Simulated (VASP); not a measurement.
Output of a VASP run:

### OUTCAR
```
 ion  position               nearest neighbor table
   1  0.667  0.333  0.333-   2 2.66   2 2.66   2 2.66
   2  0.333  0.667  0.416-   1 2.66   1 2.66   1 2.66   3 2.69   3 2.69   3 2.69
   3  0.000  0.000  0.500-   2 2.69   4 2.69   2 2.69   4 2.69   4 2.69   2 2.69
   4  0.667  0.333  0.584-   5 2.66   5 2.66   5 2.66   3 2.69   3 2.69   3 2.69
   5  0.333  0.667  0.667-   4 2.66   4 2.66   4 2.66
  LATTYP: Found a hexagonal cell.
 ALAT       =     2.6904635034
 C/A-ratio  =     9.6649039859
 Subroutine PRICEL returns:
 Original cell was already a primitive cell.
 Subroutine GETGRP returns: Found 12 space group operations
The static configuration has the point symmetry D_3d.
The dynamic configuration has the point symmetry D_3d.
 Subroutine INISYM returns: Found 12 space group operations
 Subroutine IBZKPT returns following result:
 Found     19 irreducible k-points:

 Following reciprocal coordinates:
            Coordinates               Weight
  0.000000  0.000000  0.000000      1.000000
  0.083333  0.000000  0.000000      6.000000
  0.166667  0.000000  0.000000      6.000000
  0.250000  0.000000  0.000000      6.000000
  0.333333  0.000000  0.000000      6.000000
  0.416667  0.000000  0.000000      6.000000
  0.500000  0.000000  0.000000      3.000000
  0.083333  0.083333  0.000000      6.000000
  0.166667  0.083333  0.000000     12.000000
  0.250000  0.083333  0.000000     12.000000
  0.333333  0.083333  0.000000     12.000000
  0.416667  0.083333  0.000000     12.000000
  0.166667  0.166667  0.000000      6.000000
  0.250000  0.166667  0.000000     12.000000
  0.333333  0.166667  0.000000     12.000000
  0.416667  0.166667  0.000000      6.000000
  0.250000  0.250000  0.000000      6.000000
  0.333333  0.250000  0.000000     12.000000
  0.333333  0.333333  0.000000      2.000000
   k-points           NKPTS =     19   k-points in BZ     NKDIM =     19   number of bands    NBANDS=     45
   number of dos      NEDOS =    301   number of ions     NIONS =      5
   total plane-waves  NPLWV =  25088
   dimension x,y,z NGX =    14 NGY =   14 NGZ =  128
   dimension x,y,z NGXF=    28 NGYF=   28 NGZF=  256
   ions per type =               5
   PREC   = normal    normal or accurate (medium, high low for compatibility)
   ISTART =      1    job   : 0-new  1-cont  2-samecut
   ICHARG =      0    charge: 1-file 2-atom 10-const
   ISPIN  =      1    spin polarized calculation?
   LNONCOLLINEAR =      F non collinear calculations
   LSORBIT =      F    spin-orbit coupling
   INIWAV =      1    electr: 0-lowe 1-rand  2-diag
   ENCUT  =  400.0 eV  29.40 Ry    5.42 a.u.   4.39  4.39 42.40*2*pi/ulx,y,z
   NELM   =    100;   NELMIN=  4; NELMDL=  0     # of ELM steps
   EDIFF  = 0.1E-05   stopping-criterion for ELM
   LREAL  =      F    real-space projection
   NLSPLINE    = F    spline interpolate recip. space projectors
   LMAXMIX     =    4 max onsite mixed and CHGCAR
   VOSKOWN=      0    Vosko Wilk Nusair interpolation
   EDIFFG = 0.1E-04   stopping-criterion for IOM
   NSW    =      0    number of steps for IOM
   NBLOCK =      1;   KBLOCK =      1    inner block; outer block
   IBRION =     -1    ionic relax: 0-MD 1-quasi-New 2-CG
   NFREE  =      0    steps in history (QN), initial steepest desc. (CG)
   ISIF   =      2    stress and relaxation
   ISYM   =      2    0-nonsym 1-usesym 2-fastsym
   TEIN   =    0.0    initial temperature
   TEBEG  =    0.0;   TEEND  =   0.0 temperature during run
   SMASS  =  -3.00    Nose mass-parameter (am)
   PSTRESS=    0.0 pullay stress
   NELECT =      75.0000    total number of electrons
   EFERMI =   0.00;   METHOD = LEGACY
   ISMEAR =     1;   SIGMA  =   0.10  broadening in eV -4-tet -1-fermi 0-gaus
   IALGO  =     38    algorithm
   LDIAG  =      T    sub-space diagonalisation (order eigenvalues)
   IMIX   =      4    mixing-type and parameters
     AMIX     =   0.40;   BMIX     =  1.00
     AMIX_MAG =   1.60;   BMIX_MAG =  1.00
     AMIN     =   0.10
   METAGGA = R2SCAN    functional components
...
```

**OSZICAR**
```
       N       E                     dE             d eps       ncg     rms          rms(c)
DAV:   1    -0.118947260725E+03   -0.11895E+03   -0.42794E-05  1792   0.447E-02    0.148E-02
DAV:   2    -0.118947327438E+03   -0.66713E-04   -0.31465E-04  1805   0.121E-01    0.881E-02
DAV:   3    -0.118947264735E+03    0.62704E-04   -0.25962E-04  1824   0.113E-01    0.951E-03
DAV:   4    -0.118947254336E+03    0.10399E-04   -0.95019E-06  1619   0.296E-02    0.383E-03
DAV:   5    -0.118947262341E+03   -0.80047E-05   -0.16819E-06  1030   0.126E-02    0.261E-03
DAV:   6    -0.118947263245E+03   -0.90368E-06   -0.74464E-07  1006   0.801E-03
   1 F= -.11894726E+03 E0= -.11894838E+03  d E =0.336301E-02
```

OUTCAR:
```
------------------------ aborting loop because EDIFF is reached ----------------------------------------
  FORCE on cell =-STRESS in cart. coord.  units (eV):
  Direction    XX          YY          ZZ          XY          YZ          ZX
  --------------------------------------------------------------------------------------
  Total       -2.9786892     -2.9786880     -0.6740239      0.0000000      0.0000000      0.0000000
  in kB      -29.2769861    -29.2769746     -6.6248565      0.0000000      0.0000000      0.0000000
  external PRESSURE =     -21.7262724 kB  Pullay stress =       0.0000000 kB
  volume of cell :      163.01
      direct lattice vectors                 reciprocal lattice vectors
     2.690463503  0.000000000  0.000000000     0.371683169  0.214591420  0.000000000
    -1.345231752  2.330009285  0.000000000     0.000000000  0.429182839  0.000000000
     0.000000000  0.000000000 26.003071438     0.000000000  0.000000000  0.038456995
 POSITION                                       TOTAL-FORCE (eV/Angst)
 -----------------------------------------------------------------------------------
      1.34523      0.77667      8.65289        -0.000000      0.000000     -0.000364
     -0.00000      1.55334     10.80762        -0.000000      0.000000      0.029678
      0.00000      0.00000     13.00154         0.000000      0.000000      0.000000
      1.34523      0.77667     15.19545         0.000000     -0.000000     -0.029678
     -0.00000      1.55334     17.35018         0.000000     -0.000000      0.000364
 -----------------------------------------------------------------------------------
    total drift:                                0.000000      0.000000      0.000000
  FREE ENERGIE OF THE ION-ELECTRON SYSTEM (eV)
  ---------------------------------------------------
  free  energy   TOTEN  =      -118.9472632447 eV

  energy  without entropy=     -118.9506262576  energy(sigma->0) =     -118.94838425

 total charge

# of ion       s       p       d       tot
------------------------------------------
    1        0.412   6.222   7.106  13.740
    2        0.425   6.304   7.086  13.814
    3        0.426   6.300   7.092  13.818
    4        0.425   6.304   7.086  13.814
    5        0.412   6.222   7.106  13.740
--------------------------------------------------
tot          2.100  31.351  35.475  68.927
```
(Selected blocks of OUTCAR.)

**POSCAR**
```
Rh(111) slab
1
    2.6904635034     0.0000000000     0.0000000000
   -1.3452317517     2.3300092852     0.0000000000
    0.0000000000     0.0000000000    26.0030714380
Rh
5
Direct
  0.6666670000   0.3333330000   0.3327641161
  0.3333330000   0.6666670000   0.4156286400
  0.0000000000   0.0000000000   0.5000000000
  0.6666670000   0.3333330000   0.5843713600
  0.3333330000   0.6666670000   0.6672358839
```

### Question
Reconstruct the remaining input files.

### Answer
One answer among several that fit: the input of the run itself, r2SCAN meta-GGA, plane waves, VASP's PBE PAW potentials (set 64).

### KPOINTS
```
Automatic mesh
0
Gamma
12 12 1
0 0 0
```

INCAR:
```
LVHAR  =  .TRUE.
LMIXTAU  =  .TRUE.
LASPH  =  .TRUE.   # aspherical one-centre terms
SYSTEM  =  Rh(111) slab
LMAXMIX  =  4   # l cut-off of mixed one-centre charges
NELMIN  =  4
EDIFF  =  1E-6   # SCF stop (eV)
IDIPOL  =  3
ISMEAR  =  1   # Methfessel-Paxton
METAGGA  =  R2SCAN
LREAL  =  .FALSE.
ALGO  =  Normal   # blocked Davidson
LORBIT  =  11   # lm-projected
ENCUT  =  400   # plane-wave cut-off (eV)
LDIPOL  =  .TRUE.
LCHARG  =  .FALSE.
SIGMA  =  0.1   # width (eV)
LWAVE  =  .FALSE.
PREC  =  Normal
DIPOL  =  0.5 0.5 0.5
NELM  =  100   # most electronic steps
```

POTCAR, in this order: Rh_pv (PBE.64 set). Program: vasp_std. Read from the step before: WAVECAR.

The cell is a thin slab with vacuum, built from Rh (fcc): (111) face.
